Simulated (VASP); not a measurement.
Ga4Sb3P:

```
Ga P Sb
1.0
     0.00000    5.94085    5.94085
     5.94085    0.00000    5.94085
     5.94085    5.94085    0.00000
Ga P Sb
8 2 6
Direct
  0.00701 0.00701 0.00701
  0.00701 0.00701 0.47896
  0.00701 0.47896 0.00701
  0.97896 0.50701 0.50701
  0.47896 0.00701 0.00701
  0.50701 0.97896 0.50701
  0.50701 0.50701 0.97896
  0.50701 0.50701 0.50701
  0.12500 0.12500 0.12500
  0.62500 0.62500 0.62500
  0.12500 0.12500 0.62500
  0.12500 0.62500 0.12500
  0.12500 0.62500 0.62500
  0.62500 0.12500 0.12500
  0.62500 0.12500 0.62500
  0.62500 0.62500 0.12500
```

The cell was built by a generator and needn't be a form met in nature.

Base run:

```yaml
Program: VASP 6.6.1
Functional: PBEsol
Potentials_or_basis: VASP PAW PBE potentials, release 64 (Ga_d, P, Sb)
Cutoff: 520 eV
k_mesh: 4 × 4 × 4
Occupations: gaussian, width 0.01 eV
Spin: no spin polarisation
```

Its results: band gap on the k mesh none (metal or under the smearing width); pressure 0.0 GPa; largest force 0.011 eV/Å.

Problem. The run is repeated on the same cell with these changes: functional from PBEsol to PBE; further incar settings from LREAL = Auto; ALGO = Fast; EDIFF = 1e-06; NBANDS = 86 to LREAL = Auto; ALGO = Fast; EDIFF = 1e-07; NBANDS = 86. What comes out?

Solution. Band gap on the k mesh none (metal or under the smearing width); pressure 2.7 GPa; largest force 0.036 eV/Å.

Caveats: the PAW data sets were made with another functional, which shifts forces and pressure a little (some runs).

Not every run made on this cell is shown here.
